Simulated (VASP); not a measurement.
These are AM05 GGA, VASP's PBE PAW potentials (set 64) (plane waves; VASP) values and carry that method's errors.

A VASP calculation is set up with these files.

**POSCAR**
```
BN
1
    0.0000000000     1.8206469705     1.8206469705
    1.8206469705     0.0000000000     1.8206469705
    1.8206469705     1.8206469705     0.0000000000
B N
1 1
Direct
  0.0000000000   0.0000000000   0.0000000000
  0.2500000000   0.2500000000   0.2500000000
```

File KPOINTS:
```
Automatic mesh
0
Gamma
12 12 12
0 0 0
```

INCAR:
```
ENCUT = 520   # plane-wave cut-off (eV)
LASPH = .TRUE.   # aspherical one-centre terms
ISIF = 2
SIGMA = 0.05   # width (eV)
SYSTEM = BN
NELM = 100
LCHARG = .FALSE.
GGA = AM   # AM05
ISMEAR = 0
ALGO = Normal
PREC = Accurate
EDIFF = 1E-7
LWAVE = .FALSE.
LREAL = .FALSE.   # projection in real space or not
```

POTCAR, in this order: B N (PBE.64 set). Program: vasp_std.

What VASP printed:

OSZICAR:
```
       N       E                     dE             d eps       ncg     rms          rms(c)
DAV:   1     0.872271677573E+01    0.87227E+01   -0.52457E+03  1192   0.996E+02
DAV:   2    -0.187361310120E+02   -0.27459E+02   -0.27246E+02  1616   0.172E+02
DAV:   3    -0.189354581861E+02   -0.19933E+00   -0.19933E+00  1312   0.184E+01
DAV:   4    -0.189356554728E+02   -0.19729E-03   -0.19729E-03  1592   0.498E-01
DAV:   5    -0.189356555268E+02   -0.53974E-07   -0.53974E-07  1240   0.694E-03    0.641E+00
DAV:   6    -0.181578362042E+02    0.77782E+00   -0.30306E+00  1464   0.125E+01    0.324E+00
DAV:   7    -0.180893634681E+02    0.68473E-01   -0.80788E-02  1472   0.275E+00    0.187E+00
DAV:   8    -0.180739659391E+02    0.15398E-01   -0.34683E-02  1304   0.165E+00    0.149E-01
DAV:   9    -0.180741102674E+02   -0.14433E-03   -0.53811E-04  1200   0.235E-01    0.678E-02
DAV:  10    -0.180741875108E+02   -0.77243E-04   -0.12916E-04  1640   0.114E-01    0.149E-02
DAV:  11    -0.180741921060E+02   -0.45952E-05   -0.81207E-06  1328   0.274E-02    0.691E-03
DAV:  12    -0.180741920845E+02    0.21516E-07   -0.15574E-06  1400   0.103E-02    0.344E-04
DAV:  13    -0.180741921062E+02   -0.21746E-07   -0.23149E-08   576   0.186E-03
   1 F= -.18074192E+02 E0= -.18074192E+02  d E =-.110463E-19
```

File OUTCAR:
```
------------------------ aborting loop because EDIFF is reached ----------------------------------------
  FORCE on cell =-STRESS in cart. coord.  units (eV):
  Direction    XX          YY          ZZ          XY          YZ          ZX
  --------------------------------------------------------------------------------------
  Total       -0.8153280     -0.8153280     -0.8153280     -0.0000000     -0.0000000     -0.0000000
  in kB     -108.2270186   -108.2270186   -108.2270186     -0.0000000     -0.0000000     -0.0000000
  external PRESSURE =    -108.2270186 kB  Pullay stress =       0.0000000 kB
  volume of cell :       12.07
      direct lattice vectors                 reciprocal lattice vectors
     0.000000000  1.820646970  1.820646970    -0.274627651  0.274627651  0.274627651
     1.820646970  0.000000000  1.820646970     0.274627651 -0.274627651  0.274627651
     1.820646970  1.820646970  0.000000000     0.274627651  0.274627651 -0.274627651
  FREE ENERGIE OF THE ION-ELECTRON SYSTEM (eV)
  ---------------------------------------------------
  free  energy   TOTEN  =       -18.0741921062 eV

  energy  without entropy=      -18.0741921062  energy(sigma->0) =      -18.07419211
```
(Selected blocks of OUTCAR.)

The compound is BN in the zinc blende structure. This cell is one point of a volume scan, at 1.03 of the reference volume.
